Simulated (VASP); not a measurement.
# Valence-band splitting and top-band hole masses of BP under uniaxial [111] strain, r2SCAN with spin-orbit coupling on LDA cells

A p-type channel in BP profits from strain if the strain puts a light hole band on top and moves the next band far enough away that few holes occupy it. I therefore want both the splitting of the upper valence levels and the mass of the top band, for compression and for tension along [111]. The levels are calculated with r2SCAN and spin-orbit coupling on cells relaxed in LDA with no stress across the axis. They are given as depths below the valence-band top at the zone centre of the same cell, so a larger number means a deeper level. The masses are those of the top band at the zone centre, along and across the strain axis.

## How the numbers were made

The start is a typed prototype cell. The crystal was relaxed with LDA. Strain is imposed along [111]; the strain across the axis is adjusted until the stress across it vanishes, and the atoms are relaxed with LDA. VASP 6.6.1, plane waves with PAW, cutoff 480 eV, no spin polarisation. Band edges are single points at r2SCAN with spin-orbit coupling on these cells, k mesh 9×9×9, read on short lines of k points at the zone centre and through the valleys; energies are counted from the valence-band top at the zone centre. Each level is the mean of a Kramers pair; masses are fitted within 0.05 1/Å of the zone centre and are rough where two bands nearly touch. All levels use the PAW data sets made with LDA.

Notes on method and selection:

- Runs that did not converge, have known faults or may not be shown are not listed, and runs on Ansatz's PAW sets soft_1 and soft_2 are kept to separate tables.

Columns:

- strain (%): strain along the axis (tension positive).
- second level (eV): second valence level below the top at Γ.
- third level (eV): third valence level below the top at Γ.
- mass, axis (mₑ): mass of the top hole band along the axis.
- mass, across (mₑ): mass of the top hole band across the axis.

## Results

| member | sign of the strain | strain (%) | second level (eV) | third level (eV) | mass, axis (mₑ) | mass, across (mₑ) |
| --- | --- | --- | --- | --- | --- | --- |
| −2 % | compression | −2.0 | 0.2182 | 0.246 | 0.142 | 0.493 |
| −1.5 % | compression | −1.5 | 0.1596 | 0.188 | 0.138 | 0.512 |
| −1 % | compression | −1.0 | 0.1020 | 0.132 | 0.135 | 0.533 |
| −0.5 % | compression | −0.5 | 0.0450 | 0.077 | 0.129 | 0.527 |
| 0 % | compression | 0.0 | 0.0000 | 0.041 | 0.611 | 0.564 |
| 0 % | tension | 0.0 | 0.0000 | 0.041 | 0.611 | 0.564 |
| +0.5 % | tension | 0.5 | 0.0192 | 0.073 | 0.629 | 0.219 |
| +1 % | tension | 1.0 | 0.0235 | 0.123 | 0.628 | 0.217 |
| +1.5 % | tension | 1.5 | ? | ? | ? | ? |
| +2 % | tension | 2.0 | 0.0256 | 0.220 | 0.650 | 0.218 |

Cells marked ? are withheld until the estimate has been made.

Least-squares fits to the members shown, with x = strain (%); R² and errors in the fitted variable (y, or ln y where the fit is in ln y):

| y | sign of the strain | members | fit | R² | rms residual | leave-one-out rms | the same for the mean of the others |
| --- | --- | --- | --- | --- | --- | --- | --- |
| third level (eV) | compression | 5 | y = 0.03260 − 0.1042 x | 0.99 | 0.0060 | 0.012 | 0.092 |
| third level (eV) | tension | 4 | y = 0.03440 + 0.09126 x | 0.99 | 0.0052 | 0.013 | 0.090 |
| second level (eV) | compression | 5 | y = −0.005240 − 0.1102 x | 1.00 | 0.0037 | 0.0076 | 0.098 |
| second level (eV) | tension | 4 | y = 0.007260 + 0.01122 x | 0.67 | 0.0058 | 0.016 | 0.013 (fit no better) |

## Why the values move as they do

Without strain the two upper levels coincide by symmetry, and the third lies 0.041 eV lower through spin-orbit coupling alone. Strain along [111] adds a second splitting, between the p orbital that points along the axis and the two that lie across it.

Under compression the axial orbital supplies the top level. The second level then drops by (0.2182 − 0.0450) / 1.5 = 0.115 eV per % between −0.5 % and −2 %, and the third goes down with it. These two come mainly from the transverse orbitals, which spin-orbit coupling holds apart by about two thirds of its full splitting, 2 × 0.041 / 3 = 0.027 eV; at −2 % the table gives 0.246 − 0.2182 = 0.028 eV.

Under tension the order is reversed. The transverse pair is on top, so the second level stays close, at 0.0256 eV for +2 %, while the third, now mainly axial, moves away. A straight line describes the second level badly here because most of its shift has already happened by +0.5 %.

The masses follow the same exchange. A p orbital disperses strongly along its own direction and weakly across it, so the top band under compression is light along the axis (0.129 to 0.142 mₑ) and heavy across it (0.493 to 0.533 mₑ). Under tension it is heavy along the axis (0.628 to 0.650 mₑ) and lighter across it (0.217 to 0.219 mₑ). From −2 % to +2 % the axial mass grows by a factor 0.650 / 0.142 = 4.6, and the transverse mass falls by 0.493 / 0.218 = 2.3.

For transport along the axis I would choose compression. At −1 % the second level is already 0.102 eV down, several times the thermal energy at room temperature (roughly 0.026 eV), whereas under tension the second band remains within reach of thermal holes. The LDA cells are somewhat compressed for r2SCAN, which may shift the masses a little.

## A prediction

Plain estimates from the members shown:

- +1.5 % (tension), fit at x = 1.5: 0.171 eV
- +1.5 % (tension), straight-line interpolation between +1 % and +2 %: w = (1.5 − 1.0) / (2.0 − 1.0) = 0.500, so 0.123 + 0.500 × (0.220 − 0.123) = 0.171 eV

For the third level at +1.5 % I use the two-splitting model rather than the fit over all tensile rows, because spin-orbit coupling bends the level near zero strain. With Δ = 0.041 eV for the spin-orbit splitting and δ for the strain splitting of the p orbitals, the third level under tension lies at (Δ + δ)/2 + √[((Δ + δ)/2)² − 2Δδ/3], and the second and third depths add up to Δ + δ.

The neighbours give δ = 0.0235 + 0.123 − 0.041 = 0.1055 eV at +1 % and 0.0256 + 0.220 − 0.041 = 0.2046 eV at +2 %. Their midpoint is (0.1055 + 0.2046) / 2 = 0.1551 eV, and half of Δ + δ is (0.041 + 0.1551) / 2 = 0.0981 eV. The third level is then 0.0981 + √(0.0981² − 2 × 0.041 × 0.1551 / 3) = 0.171 eV. This agrees with the straight line between the neighbours, so the bending no longer matters at this strain.

I tried the route on +1 %, with δ interpolated between 0.0512 eV at +0.5 % and 0.2046 eV at +2 %. There δ is 0.0512 + (0.2046 − 0.0512) / 3 = 0.1023 eV and half of Δ + δ is (0.041 + 0.1023) / 2 = 0.0717 eV. The third level comes out at 0.0717 + √(0.0717² − 2 × 0.041 × 0.1023 / 3) = 0.120 eV against the tabulated 0.123 eV, a miss of 0.003 eV over an interval of 1.5 %. The present interval is 1.0 %, and scaling the miss with the interval gives 0.003 × 1.0 / 1.5 = 0.002 eV, which I take as one standard deviation.

**Committed estimate, +1.5 % (tension): third level = 0.171 ± 0.002 eV.**

## How the estimate fared

| member | sign of the strain | strain (%) | second level (eV) | third level (eV) | mass, axis (mₑ) | mass, across (mₑ) |
| --- | --- | --- | --- | --- | --- | --- |
| +1.5 % | tension | 1.5 | 0.0248 | 0.172 | 0.642 | 0.218 |

| member | estimate | third level (eV) | computed | estimate − computed | miss in error bars |
| --- | --- | --- | --- | --- | --- |
| +1.5 % (tension) | committed | 0.171 | 0.172 | −0.001 | 0.5 |
| +1.5 % (tension) | fit | 0.171 | 0.172 | −0.001 |  |
| +1.5 % (tension) | interpolation | 0.171 | 0.172 | −0.001 |  |

The third level at +1.5 % is 0.172 eV below the valence-band top, 0.001 eV deeper than my 0.171 eV and inside the error bar of 0.002 eV. The fit and the straight line between the neighbours gave the same 0.171 eV, so the two-splitting model brought no gain in accuracy for this level. The fit did well here because its line crosses the curved series between +1 % and +2 %.

The model also passes a second, milder test, on a number I had not set out to predict. With the same δ = 0.1551 eV it puts the second level at 0.041 + 0.1551 − 0.171 = 0.025 eV, and the table gives 0.0248 eV. A straight line between the neighbours does as well, with (0.0235 + 0.0256) / 2 = 0.025 eV. The result is consistent with the picture of a transverse pair at the top, split by spin-orbit coupling, with the mainly axial level moving away under tension.

## Where the trend breaks

Least-squares fits to the whole series, with x = strain (%); R² and errors in the fitted variable (y, or ln y where the fit is in ln y):

| y | sign of the strain | members | fit | R² | rms residual | leave-one-out rms | the same for the mean of the others |
| --- | --- | --- | --- | --- | --- | --- | --- |
| third level (eV) | compression | 5 | y = 0.03260 − 0.1042 x | 0.99 | 0.0060 | 0.012 | 0.092 |
| third level (eV) | tension | 5 | y = 0.03440 + 0.09140 x | 0.99 | 0.0047 | 0.0093 | 0.081 |
| second level (eV) | compression | 5 | y = −0.005240 − 0.1102 x | 1.00 | 0.0037 | 0.0076 | 0.098 |
| second level (eV) | tension | 5 | y = 0.007260 + 0.01136 x | 0.70 | 0.0052 | 0.011 | 0.012 |

Largest departures from the fit to the whole series:

| member | sign of the strain | third level (eV) | fit | computed − fit | in rms residuals |
| --- | --- | --- | --- | --- | --- |
| +0.5 % | tension | 0.073 | 0.080 | −0.007 | 1.5 |
| 0 % | tension | 0.041 | 0.034 | +0.007 | 1.4 |
| 0 % | compression | 0.041 | 0.033 | +0.008 | 1.4 |
| −0.5 % | compression | 0.077 | 0.085 | −0.008 | 1.3 |

The largest departures are at zero strain and at ±0.5 %, and they come from fitting a straight line to a bent series. The unstrained level lies 0.007 to 0.008 eV deeper than the two lines, and the levels at ±0.5 % lie 0.007 to 0.008 eV shallower.

Both signs follow from the competition between the two splittings. Near zero strain, spin-orbit coupling mixes the axial and transverse orbitals, and the third level responds weakly to strain. Once the strain splitting dominates, the level follows it almost fully. Under tension the slope is (0.073 − 0.041) / 0.5 = 0.064 eV per % in the first step and (0.220 − 0.172) / 0.5 = 0.096 eV per % in the last. Under compression it rises likewise, from (0.077 − 0.041) / 0.5 = 0.072 eV per % to (0.246 − 0.188) / 0.5 = 0.116 eV per %. I see no reason to suspect any of these four rows.

## What to take away

Between −2 % and +2 %, the sign of the strain decides which mass is light, and from ±0.5 % on its size matters little. Interpolation over a 1 % gap on the tensile side found the third level to 0.001 eV; near zero strain the bend needs the two-splitting model. At +0.5 %, for instance, a straight line between 0 % and +1 % gives (0.041 + 0.123) / 2 = 0.082 eV, whereas the model with δ = 0.1055 / 2 = 0.0528 eV, for which half of Δ + δ is (0.041 + 0.0528) / 2 = 0.0469 eV, gives 0.0469 + √(0.0469² − 2 × 0.041 × 0.0528 / 3) = 0.074 eV, close to the tabulated 0.073 eV.

With a thermal energy of roughly 0.026 eV, the Boltzmann factor of the second level at the zone centre is exp(−0.102 / 0.026) = 0.02 at −1 %, but exp(−0.0235 / 0.026) = 0.41 at +1 %. Compression therefore isolates the top band far better.

The light transverse mass under tension may hold only close to the zone centre. With ħ²/2mₑ of roughly 3.8 eV Å², it would put the band 3.8 × 0.05² / 0.218 = 0.044 eV down at 0.05 1/Å, below the zone-centre position of the second level. There the difference in dispersion between the two transverse orbitals is no longer small against their spin-orbit splitting, so the top band should turn towards the heavier of the two.

I expect no omitted effect to rival the 0.2 eV range of the splittings. Coupling to lattice vibrations should raise the masses by some per cent.
